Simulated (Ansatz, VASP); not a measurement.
## Cross-check of SiO2 between VASP and Ansatz

One calculation is typed for both programs; each brings its own data sets. How far apart do they land? The cell is taken from a series of runs on this material, whose earlier steps may have relaxed, scaled, displaced or heated it; both programs get it as it stands.

Method: plane waves, with VASP 6.6.1 beside it; zone-centre phonons at LDA, in Ansatz 0.2.0.

## Step 1: Starting point

The structure is tetragonal, space group P4_2/mnm (No. 136). The conventional cell has a = 3.989 Å, b = 3.989 Å, c = 2.726 Å, α = 90.00°, β = 90.00°, γ = 90.00°. O has 3 Si at 1.71 to 1.76 Å nearest. Nearest to Si lie 6 O at 1.71 to 1.76 Å. Farther neighbours and most contacts between anions are not listed.

As a file:

```cif
data_structure
_symmetry_space_group_name_H-M 'P4_2/mnm'
_symmetry_Int_Tables_number 136
_cell_length_a 3.9887
_cell_length_b 3.9887
_cell_length_c 2.7257
_cell_angle_alpha 90.000
_cell_angle_beta 90.000
_cell_angle_gamma 90.000
_cell_volume 43.37
loop_
_atom_site_label
_atom_site_type_symbol
_atom_site_symmetry_multiplicity
_atom_site_Wyckoff_symbol
_atom_site_fract_x
_atom_site_fract_y
_atom_site_fract_z
_atom_site_occupancy
O1 O 4 f 0.69678 0.69678 0.00000 1
Si1 Si 2 a 0.50000 0.50000 0.50000 1
```

## Step 2: VASP: zone-centre phonons, LDA

Second derivatives magnify differences that forces hide, and they need a tight electronic threshold.

Lines of VASP's logs that name or quote its potential files are left out, and so is its time.

The input, INCAR:

```
SYSTEM = SiO2
PREC = Accurate
ENCUT = 600
EDIFF = 1E-08
NELM = 120
ISMEAR = 0
SIGMA = 0.01
LREAL = .FALSE.
ALGO = Normal
GGA = PW92
NBANDS = 22
LORBIT = 11
LWAVE = .FALSE.
LCHARG = .FALSE.
ISIF = 2
IBRION = 8
LEPSILON = .TRUE.
LASPH = .TRUE.
GGA_COMPAT = .FALSE.
EFERMI = MIDGAP
KPAR = 2
```

The input, POSCAR:

```
SiO2
1.0
    3.9887162495      0.0000000000      0.0000000000
    0.0000000000      3.9887162495      0.0000000000
    0.0000000000      0.0000000000      2.7257176037
O Si
4 2
Direct
    0.6967816348      0.6967816348      0.0000000000
    0.1967816348      0.8032183652      0.5000000000
    0.3032183652      0.3032183652      0.0000000000
    0.8032183652      0.1967816348      0.5000000000
    0.5000000000      0.5000000000      0.5000000000
    0.0000000000      0.0000000000      0.0000000000
```

The input, KPOINTS:

```
Automatic mesh
0
Gamma
8 8 8
0 0 0
```

PAW data sets: O and Si (LDA family, release 64).

On the command line:

```
$ mpirun -np 2 vasp_std
```

Numbers of over 12 decimals in the logs are rounded to 6 here.

What it wrote:

```text
[banner, memory and clock lines left out]
running    2 mpi-ranks, on    1 nodes
 distrk:  each k-point on    1 cores,    2 groups
 distr:  one band on    1 cores,    1 groups

 POSCAR found type information on POSCAR O Si
 POSCAR found :  2 types and       6 ions
|                                                                             |
|               ----> ADVICE to this user running VASP <----                  |
|                                                                             |
|     You enforced a specific xc type in the INCAR file but a different       |
|     [... a line on the potential file left out ...]
|     I HOPE YOU KNOW WHAT YOU ARE DOING!                                     |
|                                                                             |

 LDA part: xc-table for (Slater(with rela. corr.)+PW92), standard interpolation
 POSCAR, INCAR and KPOINTS ok, starting setup
 FFT: planning ... GRIDC
 FFT: planning ... GRID_SOFT
 FFT: planning ... GRID
 WAVECAR not read
 entering main loop
       N       E                     dE             d eps       ncg     rms          rms(c)
DAV:   1     0.161685922832E+03    0.16169E+03   -0.19932E+04  3316   0.159E+03
DAV:   2    -0.498246990193E+02   -0.21151E+03   -0.20150E+03  4378   0.327E+02
DAV:   3    -0.568928534947E+02   -0.70682E+01   -0.70446E+01  4194   0.595E+01
DAV:   4    -0.569392346479E+02   -0.46381E-01   -0.46365E-01  4080   0.559E+00
DAV:   5    -0.569396388931E+02   -0.40425E-03   -0.40422E-03  4086   0.502E-01    0.192E+01
DAV:   6    -0.518450843965E+02    0.50946E+01   -0.17243E+01  3996   0.286E+01    0.931E+00
DAV:   7    -0.517680866544E+02    0.76998E-01   -0.68943E-01  3906   0.530E+00    0.322E+00
DAV:   8    -0.517369052983E+02    0.31181E-01   -0.25962E-02  4026   0.148E+00    0.112E+00
DAV:   9    -0.517313732507E+02    0.55320E-02   -0.55788E-03  4038   0.622E-01    0.217E-01
DAV:  10    -0.517313838052E+02   -0.10554E-04   -0.13716E-04  4026   0.941E-02    0.599E-02
DAV:  11    -0.517313835476E+02    0.25760E-06   -0.14242E-05  4062   0.296E-02    0.910E-03
DAV:  12    -0.517313835262E+02    0.21364E-07   -0.51512E-07  4044   0.600E-03    0.194E-03
DAV:  13    -0.517313834917E+02    0.34452E-07   -0.11795E-07  4056   0.263E-03    0.813E-04
DAV:  14    -0.517313834910E+02    0.70668E-09   -0.48549E-09  2646   0.542E-04
   1 F= -.51731383E+02 E0= -.51731383E+02  d E =0.000000E+00
 Linear response reoptimize wavefunctions to high precision
DAV:   1    -0.517313834910E+02    0.26375E-10   -0.13639E-09  2706   0.297E-04
DAV:   2    -0.517313834910E+02    0.33197E-10   -0.14331E-10  2460   0.926E-05
 Linear response G [H, r] |phi>, progress :
  Direction:   1
       N       E                     dE             d eps       ncg     rms
RMM:   1    -0.140091533563E+03   -0.14009E+03    0.22063E+00  7504   0.987E+01
RMM:   2    -0.116739534976E+03    0.23352E+02   -0.89637E+00  5554   0.216E+01
RMM:   3    -0.116808156111E+03   -0.68621E-01   -0.98138E-02  5718   0.207E+00
RMM:   4    -0.116809849818E+03   -0.16937E-02   -0.13363E-03  5986   0.242E-01
RMM:   5    -0.116809891001E+03   -0.41183E-04   -0.34269E-05  6033   0.353E-02
RMM:   6    -0.116809893499E+03   -0.24980E-05   -0.89489E-06  6129   0.780E-03
RMM:   7    -0.116809894044E+03   -0.54550E-06   -0.16683E-07  6037   0.428E-03
RMM:   8    -0.116809894477E+03   -0.43328E-06    0.34587E-05  4860   0.379E-03
RMM:   9    -0.116809894192E+03    0.28491E-06   -0.32891E-06  4292   0.373E-03
RMM:  10    -0.116809894187E+03    0.56674E-08    0.91608E-05  4162   0.373E-03
RMM:  11    -0.116809893887E+03    0.29992E-06   -0.13771E-04  4150   0.374E-03
 Linear response G [H, r] |phi>, progress :
  Direction:   2
       N       E                     dE             d eps       ncg     rms
RMM:   1    -0.140733878136E+03   -0.14073E+03    0.49247E+01  7491   0.100E+02
RMM:   2    -0.112801657883E+03    0.27932E+02   -0.10226E+01  5484   0.234E+01
RMM:   3    -0.112881863656E+03   -0.80206E-01   -0.10476E-01  5766   0.217E+00
RMM:   4    -0.112883673125E+03   -0.18095E-02   -0.14901E-03  6019   0.260E-01
RMM:   5    -0.112883716040E+03   -0.42915E-04   -0.11233E-04  6078   0.372E-02
RMM:   6    -0.112883718524E+03   -0.24839E-05   -0.90261E-05  6158   0.858E-03
RMM:   7    -0.112883719022E+03   -0.49745E-06   -0.84621E-05  6052   0.494E-03
RMM:   8    -0.112883719132E+03   -0.11060E-06   -0.53678E-05  4942   0.445E-03
RMM:   9    -0.112883719182E+03   -0.49764E-07   -0.11901E-04  4300   0.439E-03
RMM:  10    -0.112883719320E+03   -0.13844E-06   -0.15189E-04  4143   0.438E-03
RMM:  11    -0.112883719272E+03    0.47894E-07   -0.79542E-05  4150   0.439E-03
 Linear response G [H, r] |phi>, progress :
  Direction:   3
       N       E                     dE             d eps       ncg     rms
 LRF_COMMUTATOR internal error: the vector H(1)-e(1) S(1) |phi(0)> is not orthog
[...]
RMM:   1    -0.329129760368E+00   -0.32913E+00   -0.89870E-01  5812   0.291E+00
RMM:   2    -0.327741952047E+00    0.13878E-02   -0.53591E-03  5574   0.406E-01
RMM:   3    -0.327783230500E+00   -0.41278E-04   -0.54994E-05  5729   0.367E-02
RMM:   4    -0.327784009005E+00   -0.77851E-06   -0.10546E-06  5893   0.452E-03
RMM:   5    -0.327784023052E+00   -0.14047E-07   -0.12354E-07  5384   0.773E-04
[...]
RMM:   2    -0.327741781665E+00    0.13880E-02   -0.53574E-03  5576   0.406E-01    0.104E+00
RMM:   3    -0.317644130405E+00    0.10098E-01   -0.63766E-03  5366   0.498E-01    0.596E-01
RMM:   4    -0.326364061798E+00   -0.87199E-02   -0.99113E-03  5617   0.616E-01    0.536E-02
RMM:   5    -0.327249036657E+00   -0.88497E-03   -0.11617E-04  5772   0.839E-02    0.102E-02
RMM:   6    -0.327355851556E+00   -0.10681E-03   -0.19332E-06  5973   0.845E-03    0.503E-03
RMM:   7    -0.327406382739E+00   -0.50531E-04   -0.36307E-07  5986   0.265E-03    0.323E-04
RMM:   8    -0.327414112159E+00   -0.77294E-05   -0.58461E-08  6024   0.466E-04    0.129E-04
RMM:   9    -0.327414591797E+00   -0.47964E-06   -0.11175E-07  4980   0.259E-04    0.140E-05
RMM:  10    -0.327414751613E+00   -0.15982E-06   -0.13983E-07  2936   0.166E-04    0.715E-06
 change of polarisation eV/A/(eV/A) component  3 :    -0.061    -0.051     0.618
 dielectric tensor                  component  3 :    -0.256    -0.214     3.578
 Linear response DOF=           4
 Linear response progress:
  Degree of freedom:   1/  4
       N       E                     dE             d eps       ncg     rms          rms(c)
RMM:   1    -0.377029316903E+00   -0.37703E+00    0.32283E-01 14043   0.385E+00
RMM:   2    -0.368735512756E+00    0.82938E-02   -0.95186E-03 12890   0.615E-01    0.259E-01
RMM:   3    -0.369792334950E+00   -0.10568E-02   -0.15872E-03 11802   0.234E-01    0.140E-01
RMM:   4    -0.371800689390E+00   -0.20084E-02   -0.12743E-03 12508   0.191E-01    0.375E-02
RMM:   5    -0.371904749070E+00   -0.10406E-03   -0.51223E-05 13282   0.417E-02    0.871E-03
RMM:   6    -0.371972832252E+00   -0.68083E-04   -0.33026E-06 13681   0.867E-03    0.340E-03
RMM:   7    -0.371954088645E+00    0.18744E-04   -0.49894E-07 13428   0.434E-03    0.110E-03
RMM:   8    -0.371961688935E+00   -0.76003E-05    0.67684E-08 13782   0.177E-03    0.211E-04
RMM:   9    -0.371961084867E+00    0.60407E-06    0.96291E-08 13723   0.348E-04    0.913E-05
RMM:  10    -0.371961337733E+00   -0.25287E-06    0.68544E-08 13947   0.190E-04    0.146E-05
RMM:  11    -0.371961276572E+00    0.61161E-07    0.87058E-08 13893   0.146E-04    0.507E-06
RMM:  12    -0.371961308471E+00   -0.31899E-07    0.94351E-08 13884   0.137E-04    0.148E-06
RMM:  13    -0.371961315058E+00   -0.65871E-08    0.49184E-08 12382   0.134E-04    0.519E-07
 first order change of Fermi-energy   0.59795E+00
 force on displaced ion       1 direction 1 : -27.594 -15.022   0.000
 Born effective charge ion    1 direction 1 :  -1.867  -0.490   0.000
 Linear response progress:
  Degree of freedom:   2/  4
       N       E                     dE             d eps       ncg     rms          rms(c)
RMM:   1    -0.356716877228E+00   -0.35672E+00    0.35676E-01 12108   0.386E+00
RMM:   2    -0.349096181787E+00    0.76207E-02   -0.76968E-03 10962   0.576E-01    0.250E-01
RMM:   3    -0.350354865511E+00   -0.12587E-02   -0.10375E-03  9885   0.204E-01    0.132E-01
RMM:   4    -0.352690911648E+00   -0.23360E-02   -0.10616E-03 10211   0.197E-01    0.237E-02
RMM:   5    -0.352582101768E+00    0.10881E-03   -0.44981E-05 11650   0.407E-02    0.281E-03
RMM:   6    -0.352640517806E+00   -0.58416E-04   -0.61684E-07 11965   0.610E-03    0.104E-03
RMM:   7    -0.352632836117E+00    0.76817E-05    0.18217E-07 11908   0.134E-03    0.180E-04
RMM:   8    -0.352634131184E+00   -0.12951E-05    0.41281E-08 12078   0.303E-04    0.730E-05
RMM:   9    -0.352634311944E+00   -0.18076E-06    0.28394E-08 12138   0.164E-04    0.118E-05
RMM:  10    -0.352634527936E+00   -0.21599E-06    0.30347E-08 11366   0.138E-04    0.524E-06
RMM:  11    -0.352634521217E+00    0.67188E-08    0.23741E-08 11639   0.127E-04    0.577E-07
 first order change of Fermi-energy   0.21818E-03
 force on displaced ion       1 direction 3 :  -0.005  -0.005 -22.219
 Born effective charge ion    1 direction 3 :  -0.000  -0.000  -2.040
 Linear response progress:
  Degree of freedom:   3/  4
       N       E                     dE             d eps       ncg     rms          rms(c)
RMM:   1    -0.328416032339E-01   -0.32842E-01    0.14307E-01 21789   0.200E+00
RMM:   2    -0.241901292224E-01    0.86515E-02   -0.47362E-03 12981   0.516E-01    0.196E-01
RMM:   3    -0.235360934619E-01    0.65404E-03   -0.54939E-04 13177   0.113E-01    0.116E-01
RMM:   4    -0.231592258033E-01    0.37687E-03   -0.57065E-04 13177   0.125E-01    0.165E-02
RMM:   5    -0.231367127277E-01    0.22513E-04   -0.37120E-05 13399   0.186E-02    0.732E-03
RMM:   6    -0.231299323681E-01    0.67804E-05    0.46145E-06 13422   0.640E-03    0.256E-03
RMM:   7    -0.231305462916E-01   -0.61392E-06    0.31899E-06 13526   0.195E-03    0.626E-04
RMM:   8    -0.231324563976E-01   -0.19101E-05   -0.11835E-07 13627   0.692E-04    0.854E-05
RMM:   9    -0.231325360538E-01   -0.79656E-07    0.38475E-08 13624   0.138E-04    0.341E-05
RMM:  10    -0.231325758752E-01   -0.39821E-07   -0.37960E-08 13734   0.989E-05    0.174E-05
RMM:  11    -0.231325728536E-01    0.30216E-08    0.11706E-08 13752   0.695E-05    0.228E-06
 first order change of Fermi-energy  -0.28458E-05
 force on displaced ion       5 direction 1 : -39.292   1.300   0.000
 Born effective charge ion    5 direction 1 :   3.734  -0.240   0.000
 Linear response progress:
  Degree of freedom:   4/  4
       N       E                     dE             d eps       ncg     rms          rms(c)
RMM:   1    -0.209014841285E-01   -0.20901E-01    0.39918E-02 10575   0.133E+00
RMM:   2    -0.175916321915E-01    0.33099E-02   -0.13746E-03  7693   0.249E-01    0.197E-01
RMM:   3    -0.175212799786E-01    0.70352E-04   -0.15661E-04  7937   0.680E-02    0.118E-01
RMM:   4    -0.176364596822E-01   -0.11518E-03   -0.19481E-04  7874   0.747E-02    0.104E-02
RMM:   5    -0.176018288570E-01    0.34631E-04   -0.66734E-06  7943   0.133E-02    0.229E-03
RMM:   6    -0.176017779126E-01    0.50944E-07   -0.37874E-07  8140   0.130E-03    0.605E-04
RMM:   7    -0.175997515215E-01    0.20264E-05   -0.14943E-07  8176   0.608E-04    0.114E-04
RMM:   8    -0.175994892602E-01    0.26226E-06    0.26508E-08  8233   0.134E-04    0.550E-05
RMM:   9    -0.175995228063E-01   -0.33546E-07    0.52040E-08  8290   0.569E-05    0.330E-06
RMM:  10    -0.175995142418E-01    0.85645E-08    0.66534E-08  8069   0.418E-05    0.147E-06
 first order change of Fermi-energy  -0.84249E-05
 force on displaced ion       5 direction 3 :   0.000   0.000 -23.203
 Born effective charge ion    5 direction 3 :   0.000   0.000   4.079
 Born effective charges drift removed
 Linear response finished
```

(Part 1 of 3 ends here.)

[Lines on the potential files, build, host, timing and source positions are cut from VASP's logs without a mark.]

[Logs are printed without paths, hosts, clocks, repeated set-up lines and the standing remarks that a program may print on its own settings, such as how far it seeks lower states.]

[Hosts, paths, dates, database ids (printed as entryN), source tags and the programs' standing remarks are cut or masked in the printed files.]
